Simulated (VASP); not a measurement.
These are PBE GGA, VASP's PBE PAW potentials (set 64) (plane waves; VASP) values and carry that method's errors.

The input files of a VASP run:

**INCAR**
```
ALGO  =  Fast
EDIFF  =  1E-5
EDIFFG  =  -0.03
ENCUT  =  400
GGA  =  PE
IBRION  =  2
ISIF  =  2
ISMEAR  =  0
ISPIN  =  2
ISYM  =  0
LASPH  =  .TRUE.
LCHARG  =  .FALSE.
LMAXMIX  =  4
LORBIT  =  10
LREAL  =  Auto
LWAVE  =  .FALSE.
MAGMOM  =  64*0.0156
NELECT  =  565.0
NELM  =  100
NELMIN  =  4
NSW  =  60
NUPDOWN  =  1
PREC  =  Normal
SIGMA  =  0.05
SYSTEM  =  AlZn31Se32
```

### POSCAR
```
AlZn31Se32
1
   11.4825331920     0.0000000000     0.0000000000
    0.0000000000    11.4825331920     0.0000000000
   -0.0000000000    -0.0000000000    11.4825331920
Zn Se Al
31 32 1
Direct
  0.5000000000   0.0000000000   0.0000000000
  0.7500000000   0.2500000000   0.0000000000
  0.7500000000   0.0000000000   0.2500000000
  0.0000000000   0.0000000000   0.0000000000
  0.2500000000   0.2500000000   0.0000000000
  0.5000000000   0.5000000000   0.0000000000
  0.7500000000   0.7500000000   0.0000000000
  0.2500000000   0.0000000000   0.2500000000
  0.5000000000   0.2500000000   0.2500000000
  0.7500000000   0.5000000000   0.2500000000
  0.5000000000   0.0000000000   0.5000000000
  0.7500000000   0.2500000000   0.5000000000
  0.7500000000   0.0000000000   0.7500000000
  0.0000000000   0.5000000000   0.0000000000
  0.2500000000   0.7500000000   0.0000000000
  0.0000000000   0.2500000000   0.2500000000
  0.2500000000   0.5000000000   0.2500000000
  0.5000000000   0.7500000000   0.2500000000
  0.0000000000   0.0000000000   0.5000000000
  0.2500000000   0.2500000000   0.5000000000
  0.7500000000   0.7500000000   0.5000000000
  0.2500000000   0.0000000000   0.7500000000
  0.5000000000   0.2500000000   0.7500000000
  0.7500000000   0.5000000000   0.7500000000
  0.0000000000   0.7500000000   0.2500000000
  0.0000000000   0.5000000000   0.5000000000
  0.2500000000   0.7500000000   0.5000000000
  0.0000000000   0.2500000000   0.7500000000
  0.2500000000   0.5000000000   0.7500000000
  0.5000000000   0.7500000000   0.7500000000
  0.0000000000   0.7500000000   0.7500000000
  0.6250000000   0.1250000000   0.1250000000
  0.8750000000   0.3750000000   0.1250000000
  0.8750000000   0.1250000000   0.3750000000
  0.1250000000   0.1250000000   0.1250000000
  0.3750000000   0.3750000000   0.1250000000
  0.6250000000   0.6250000000   0.1250000000
  0.8750000000   0.8750000000   0.1250000000
  0.3750000000   0.1250000000   0.3750000000
  0.6254110000   0.3791210000   0.3785040000
  0.8750000000   0.6250000000   0.3750000000
  0.6250000000   0.1250000000   0.6250000000
  0.8750000000   0.3750000000   0.6250000000
  0.8750000000   0.1250000000   0.8750000000
  0.1250000000   0.6250000000   0.1250000000
  0.3750000000   0.8750000000   0.1250000000
  0.1250000000   0.3750000000   0.3750000000
  0.3759330000   0.6266830000   0.3753560000
  0.6250000000   0.8750000000   0.3750000000
  0.1250000000   0.1250000000   0.6250000000
  0.3760700000   0.3791300000   0.6264600000
  0.6229020000   0.6213890000   0.6265330000
  0.8750000000   0.8750000000   0.6250000000
  0.3750000000   0.1250000000   0.8750000000
  0.6250000000   0.3750000000   0.8750000000
  0.8750000000   0.6250000000   0.8750000000
  0.1250000000   0.8750000000   0.3750000000
  0.1250000000   0.6250000000   0.6250000000
  0.3750000000   0.8750000000   0.6250000000
  0.1250000000   0.3750000000   0.8750000000
  0.3750000000   0.6250000000   0.8750000000
  0.6250000000   0.8750000000   0.8750000000
  0.1250000000   0.8750000000   0.8750000000
  0.4995310000   0.4975700000   0.5034010000
```

### KPOINTS
```
kpoints
0
G
 1 1 1
```

POTCAR, in this order: Zn Se Al (PBE.64 set). Program: vasp_gam.

Question: What will the output report for the number of irreducible k-points (NKPTS), largest plane-wave count, FFT grid (NGX, NGY, NGZ)?

Answer: 
```
Item                                          Result
--------------------------------------  ------------
number of irreducible k-points (NKPTS)             1
largest plane-wave count                       13805
FFT grid (NGX, NGY, NGZ)                56 × 56 × 56
```

The cell is a supercell with a defect, built from ZnSe (zinc blende): Al_Zn, charge +2.
